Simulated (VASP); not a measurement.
An input for Quantum ESPRESSO's pw.x (written as the equivalent of a VASP run, and not itself run):

```
&CONTROL
  calculation = 'scf'
  pseudo_dir = './pseudo'
  outdir = './out'
  tprnfor = .true.
  tstress = .true.
/
&SYSTEM
  ibrav = 0
  nat = 2
  ntyp = 2
  ecutwfc = 84
  occupations = 'smearing'
  smearing = 'methfessel-paxton'
  degauss = 0.00735
  input_dft = 'pbe'
  vdw_corr = 'grimme-d3'
  dftd3_version = 3
  dftd3_threebody = .false.
/
&ELECTRONS
  conv_thr = 7.3e-09
  electron_maxstep = 100
/
ATOMIC_SPECIES
  Zn 65.380 Zn.upf
  Au 196.967 Au.upf
CELL_PARAMETERS angstrom
     3.1320817    0.0000000    0.0000000
     0.0000000    3.1320817    0.0000000
     0.0000000    0.0000000    3.1320817
ATOMIC_POSITIONS crystal
  Zn   0.5000000  0.5000000  0.5000000
  Au   0.0000000  0.0000000  0.0000000
K_POINTS automatic
  12 12 12 0 0 0
```

**Question.** Write the VASP files for the same calculation (PBE-D3 (zero damping)).

**Answer.** This is not unique; one that fits is 
**INCAR**
```
! general
SYSTEM  = AuZn
PREC    = Accurate
ENCUT   = 520
LREAL   = F
LASPH   = T

! electronic loop
EDIFF   = 1E-7
NELM    = 100
ALGO    = Normal
LMAXMIX = 6

! smearing
ISMEAR  = 1
SIGMA   = 0.1

! functional
GGA     = PE
IVDW    = 11

! ions
ISIF    = 2

! output
LWAVE   = F
LCHARG  = F
```

**KPOINTS**
```
K-points
0
G
12 12 12
```

POSCAR:
```
AuZn
1.0
  3.1320816619   0.0000000000   0.0000000000
  0.0000000000   3.1320816619   0.0000000000
  0.0000000000   0.0000000000   3.1320816619
Zn Au
1 1
Cartesian
  1.5660408310   1.5660408310   1.5660408310
  0.0000000000   0.0000000000   0.0000000000
```

POTCAR, in this order: Zn Au (PBE.64 set). Program: vasp_std.

The two are equivalent in intent, not identical: the potentials are each code's own (VASP's PAW set, PseudoDojo norm-conserving files in pw.x), so ENCUT and ecutwfc are chosen apart and not converted; conv_thr bounds pw.x's estimated SCF error, while EDIFF bounds the energy change between steps.

The compound is AuZn in the CsCl type structure. This cell is one point of a volume scan, at 0.97 of the reference volume.
